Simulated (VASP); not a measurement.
These are PBE GGA, VASP's PBE PAW potentials (set 64) (plane waves; VASP) values and carry that method's errors.

VASP ran on this input.

KPOINTS:
```
Automatic mesh
0
Gamma
8 7 6
0 0 0
```

INCAR:
```
ISIF = 2   ! forces and stress, cell fixed
NELM = 100   ! most electronic steps
SIGMA = 0.1
LCHARG = .FALSE.
GGA = PE   ! PBE
EDIFF = 1E-6
ALGO = Normal   ! blocked Davidson
ENCUT = 400
LMAXMIX = 6   ! l cut-off of mixed one-centre charges
LASPH = .TRUE.
SYSTEM = CuAu
PREC = Accurate
LWAVE = .FALSE.
ISMEAR = 1   ! Methfessel-Paxton
LREAL = .FALSE.
```

File POSCAR:
```
CuAu
1
    2.7374660000     0.0000000000     0.0000000000
    0.0000000000     2.8607460000     0.0000000000
    0.0000000000     0.0000000000     3.6087280000
Cu Au
1 1
Direct
  0.0000000000   0.0000000000   0.0000000000
  0.5128910000   0.5000000000   0.5000000000
```

POTCAR, in this order: Cu Au (PBE.64 set). Program: vasp_std.

Output of the run:

**OUTCAR**
```
 ion  position               nearest neighbor table
   1  0.000  0.000  0.000-   2 2.66   2 2.66   2 2.66   2 2.66   2 2.70   2 2.70   2 2.70   2 2.70
  LATTYP: Found a simple orthorhombic cell.
 ALAT       =     2.7374660000
 B/A-ratio  =     1.0450343493
 C/A-ratio  =     1.3182731767
 Subroutine PRICEL returns:
 Original cell was already a primitive cell.
 Subroutine GETGRP returns: Found  4 space group operations
The static configuration has the point symmetry C_2v.
The dynamic configuration has the point symmetry C_2v.
 Subroutine INISYM returns: Found  4 space group operations
 Subroutine IBZKPT returns following result:
 Found     80 irreducible k-points:

 Following reciprocal coordinates:
            Coordinates               Weight
  0.000000  0.000000  0.000000      1.000000
  0.125000  0.000000  0.000000      2.000000
  0.250000  0.000000  0.000000      2.000000
  0.375000  0.000000  0.000000      2.000000
  0.500000  0.000000  0.000000      1.000000
  0.000000  0.142857  0.000000      2.000000
  0.125000  0.142857  0.000000      4.000000
  0.250000  0.142857  0.000000      4.000000
  0.375000  0.142857  0.000000      4.000000
  0.500000  0.142857  0.000000      2.000000
  0.000000  0.285714  0.000000      2.000000
  0.125000  0.285714  0.000000      4.000000
  0.250000  0.285714  0.000000      4.000000
  0.375000  0.285714  0.000000      4.000000
  0.500000  0.285714  0.000000      2.000000
  0.000000  0.428571  0.000000      2.000000
  0.125000  0.428571  0.000000      4.000000
  0.250000  0.428571  0.000000      4.000000
  0.375000  0.428571  0.000000      4.000000
  0.500000  0.428571  0.000000      2.000000
  0.000000  0.000000  0.166667      2.000000
  0.125000  0.000000  0.166667      4.000000
  0.250000  0.000000  0.166667      4.000000
  0.375000  0.000000  0.166667      4.000000
  0.500000  0.000000  0.166667      2.000000
  0.000000  0.142857  0.166667      4.000000
  0.125000  0.142857  0.166667      8.000000
  0.250000  0.142857  0.166667      8.000000
  0.375000  0.142857  0.166667      8.000000
  0.500000  0.142857  0.166667      4.000000
  0.000000  0.285714  0.166667      4.000000
  0.125000  0.285714  0.166667      8.000000
  0.250000  0.285714  0.166667      8.000000
  0.375000  0.285714  0.166667      8.000000
  0.500000  0.285714  0.166667      4.000000
  0.000000  0.428571  0.166667      4.000000
  0.125000  0.428571  0.166667      8.000000
  0.250000  0.428571  0.166667      8.000000
  0.375000  0.428571  0.166667      8.000000
  0.500000  0.428571  0.166667      4.000000
   k-points           NKPTS =     80   k-points in BZ     NKDIM =     80   number of bands    NBANDS=     15
   number of dos      NEDOS =    301   number of ions     NIONS =      2
   total plane-waves  NPLWV =   8640
   dimension x,y,z NGX =    18 NGY =   20 NGZ =   24
   dimension x,y,z NGXF=    36 NGYF=   40 NGZF=   48
   ions per type =               1   1
   PREC   = accura    normal or accurate (medium, high low for compatibility)
   ISTART =      0    job   : 0-new  1-cont  2-samecut
   ICHARG =      2    charge: 1-file 2-atom 10-const
   ISPIN  =      1    spin polarized calculation?
   LNONCOLLINEAR =      F non collinear calculations
   LSORBIT =      F    spin-orbit coupling
   INIWAV =      1    electr: 0-lowe 1-rand  2-diag
   ENCUT  =  400.0 eV  29.40 Ry    5.42 a.u.   4.46  4.67  5.88*2*pi/ulx,y,z
   NELM   =    100;   NELMIN=  2; NELMDL= -5     # of ELM steps
   EDIFF  = 0.1E-05   stopping-criterion for ELM
   LREAL  =      F    real-space projection
   NLSPLINE    = F    spline interpolate recip. space projectors
...
```

OSZICAR:
```
       N       E                     dE             d eps       ncg     rms          rms(c)
DAV:   1     0.111863600844E+03    0.11186E+03   -0.98258E+03  2534   0.173E+03
DAV:   2    -0.453794832237E+01   -0.11640E+03   -0.11096E+03  2456   0.297E+02
DAV:   3    -0.793518429754E+01   -0.33972E+01   -0.33719E+01  3016   0.610E+01
DAV:   4    -0.797157470485E+01   -0.36390E-01   -0.36383E-01  2758   0.539E+00
DAV:   5    -0.797269880515E+01   -0.11241E-02   -0.11241E-02  3607   0.103E+00    0.122E+01
DAV:   6    -0.739903610610E+01    0.57366E+00   -0.77457E+00  2445   0.814E+01    0.562E+00
DAV:   7    -0.706680411581E+01    0.33223E+00   -0.30964E+00  2892   0.864E+01    0.620E+00
DAV:   8    -0.699715074388E+01    0.69653E-01   -0.28401E-01  3107   0.150E+01    0.282E+00
DAV:   9    -0.699054001578E+01    0.66107E-02   -0.14164E-02  3719   0.235E+00    0.187E-01
DAV:  10    -0.699033816799E+01    0.20185E-03   -0.17337E-03  3323   0.105E+00    0.594E-02
DAV:  11    -0.699033621654E+01    0.19515E-05   -0.93043E-05  3747   0.255E-01    0.294E-02
DAV:  12    -0.699033342894E+01    0.27876E-05   -0.18117E-06  2105   0.272E-02    0.288E-03
DAV:  13    -0.699033342209E+01    0.68517E-08   -0.56288E-07  1641   0.204E-02
   1 F= -.69903334E+01 E0= -.69900040E+01  d E =-.988212E-03
```

File OUTCAR:
```
------------------------ aborting loop because EDIFF is reached ----------------------------------------
  FORCE on cell =-STRESS in cart. coord.  units (eV):
  Direction    XX          YY          ZZ          XY          YZ          ZX
  --------------------------------------------------------------------------------------
  Total        2.2710140      1.1719566      1.7984791      0.0000000      0.0000000      0.0000000
  in kB      128.7502884     66.4415794    101.9609321      0.0000000      0.0000000      0.0000000
  external PRESSURE =      99.0509333 kB  Pullay stress =       0.0000000 kB
  volume of cell :       28.26
      direct lattice vectors                 reciprocal lattice vectors
     2.737466000  0.000000000  0.000000000     0.365301341  0.000000000  0.000000000
     0.000000000  2.860746000  0.000000000     0.000000000  0.349559171  0.000000000
     0.000000000  0.000000000  3.608728000     0.000000000  0.000000000  0.277105950
 POSITION                                       TOTAL-FORCE (eV/Angst)
 -----------------------------------------------------------------------------------
      0.00000      0.00000      0.00000         0.133725      0.000000      0.000000
      1.40402      1.43037      1.80436        -0.133725      0.000000      0.000000
 -----------------------------------------------------------------------------------
    total drift:                                0.000197      0.000000     -0.000000
  FREE ENERGIE OF THE ION-ELECTRON SYSTEM (eV)
  ---------------------------------------------------
  free  energy   TOTEN  =        -6.9903334221 eV

  energy  without entropy=       -6.9893452098  energy(sigma->0) =       -6.99000402
```
(Selected blocks of OUTCAR.)

**OUTCAR**
```
 val. band max:        9.2967541741   @ k =   0.2500   0.4286   0.3333

 cond. band min:       9.3172775947   @ k =   0.5000   0.0000   0.1667


 Fermi energy:         9.2983029678

 k-point     1 :       0.0000    0.0000    0.0000
  band No.  band energies     occupation
      1      -0.8712      2.00000
      2       2.2947      2.00000
      3       2.5493      2.00000
      4       4.8046      2.00000
      5       5.1536      2.00000
      6       6.0521      2.00000
      7       6.2951      2.00000
      8       7.0476      2.00000
      9       7.4791      2.00000
     10       7.6970      2.00000
     11       7.7315      2.00000
     12      11.4934      0.00000
     13      17.7904      0.00000
     14      18.2890      0.00000
     15      19.9996      0.00000

 k-point     2 :       0.1250    0.0000    0.0000
  band No.  band energies     occupation
      1      -0.4818      2.00000
      2       2.5726      2.00000
      3       2.7103      2.00000
      4       4.8953      2.00000
      5       4.9007      2.00000
      6       5.8544      2.00000
      7       6.3832      2.00000
      8       7.0116      2.00000
      9       7.2042      2.00000
     10       7.2980      2.00000
     11       7.6470      2.00000
     12      12.5101      0.00000
     13      17.1032      0.00000
     14      18.5101      0.00000
     15      18.9695      0.00000

 k-point     3 :       0.2500    0.0000    0.0000
  band No.  band energies     occupation
      1       0.5596      2.00000
      2       2.9828      2.00000
      3       3.4764      2.00000
      4       4.2618      2.00000
      5       5.1647      2.00000
      6       5.3631      2.00000
      7       6.4773      2.00000
      8       6.5640      2.00000
      9       6.9668      2.00000
     10       7.0667      2.00000
     11       7.4103      2.00000
     12      14.0630      0.00000
     13      14.6461      0.00000
     14      18.2348      0.00000
     15      20.7496      0.00000
...
```

Unless said otherwise, spin-orbit coupling is left out, though it shifts the bands of the heavy elements here.

The compound is CuAu in the L1_0 structure. The cell was not relaxed at this level, atoms are displaced from their ideal sites. The k-mesh is coarse (spacing up to 0.31 per Å, 2π included), so the numbers may not be converged in it. The run is one of a series of settings (KPOINTS 8×7×6 Γ-centred mesh against the base run), some of them coarse on purpose.
